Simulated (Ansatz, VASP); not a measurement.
Si2Sb2Se in VASP and in Ansatz

Contents of INCAR:

```
SYSTEM = Si2Sb2Se
PREC = Accurate ; ENCUT = 520
EDIFF = 1E-6 ; ISMEAR = 0
SIGMA = 0.1 ; LREAL = .FALSE.
LASPH = .TRUE. ; NELM = 80
ALGO = Normal ; ISIF = 2
LWAVE = .FALSE. ; LCHARG = .TRUE.
GGA = PE ; LELF = .TRUE.
LVHAR = .TRUE. ; NBANDS = 20
```

KPOINTS

```
regular mesh
0
G
  6 6 2
  0 0 0
```

POSCAR

```
Si2Sb2Se
1.0
    4.0272682800      0.0000000000      0.0000000000
   -2.0136341400      3.4877166400      0.0000000000
    0.0000000000      0.0000000000      9.5303530300
Si Sb Se
2 2 1
Direct
    0.3333333300      0.6666666700      0.0000000000
    0.6666666700      0.3333333300      0.0000000000
    0.0000000000      0.0000000000      0.8570675600
    0.0000000000      0.0000000000      0.1429324400
    0.0000000000      0.0000000000      0.5000000000
```

Input for Ansatz:

```yaml
crystal:
  lattice:
    - [4.02726828, 0.0, 0.0]
    - [-2.01363414, 3.48771664, 0.0]
    - [0.0, 0.0, 9.53035303]
  atoms:
    - { symbol: Si, position: [0.33333333, 0.66666667, 0.0] }
    - { symbol: Si, position: [0.66666667, 0.33333333, 0.0] }
    - { symbol: Sb, position: [0.0, 0.0, 0.85706756] }
    - { symbol: Sb, position: [0.0, 0.0, 0.14293244] }
    - { symbol: Se, position: [0.0, 0.0, 0.5] }
basis:
  ecutwfc: 420
kpoints:
  mp_grid: { grid: [6, 6, 2] }
hamiltonian:
  xc: pbe
scf:
  occupations: { method: gaussian, width: 0.1 }
  lower_state_search: "off"
output:
  forces: true
  stress: true
  eigenvalues: true
```

Alike in both runs: task single point; functional PBE; k mesh 6 × 6 × 2; occupations gaussian, width 0.1 eV; no spin polarisation.

|  | VASP | Ansatz |
| --- | --- | --- |
| version | VASP 6.6.1 | Ansatz 0.2.0 |
| potentials or method | VASP PAW PBE potentials, release 64 (Si, Sb, Se) | scalar-relativistic, plane waves, PAW |
| plane-wave cutoff (eV) | 520 | 420 |
| valence electrons in the cell | 24 | 54 |

VASP gave:

```
gap on the k mesh at the Fermi level (eV)       : none
pressure (GPa)                                  : 15.3
largest component of the traceless stress (GPa) : 3.96
rms of the force components (eV/Å)              : 1.978
```

**Question.** What did Ansatz give for the same quantities?

**Answer.** gap on the k mesh at the Fermi level (eV): none; pressure (GPa): 15.0; largest component of the traceless stress (GPa): 4.15; rms of the force components (eV/Å): 1.924.

Atom by atom the forces differ by 0.055 eV/Å (rms over components). A gap of «none» marks a metal or a gap that the smearing closes. The two sets of potentials don't hold the same shells in valence.

Caveats: so large a pressure means that the cell lies far from this level's equilibrium, or that cutoff or potentials fall short (VASP); this functional lacks dispersion, which binds the layers, so the pressure and a relaxed spacing across them are unreliable; forces of over 1 eV/Å show positions far from the minimum, so gaps and moduli don't describe the material at rest. Spin-orbit coupling is left out, which matters for the levels of Sb.
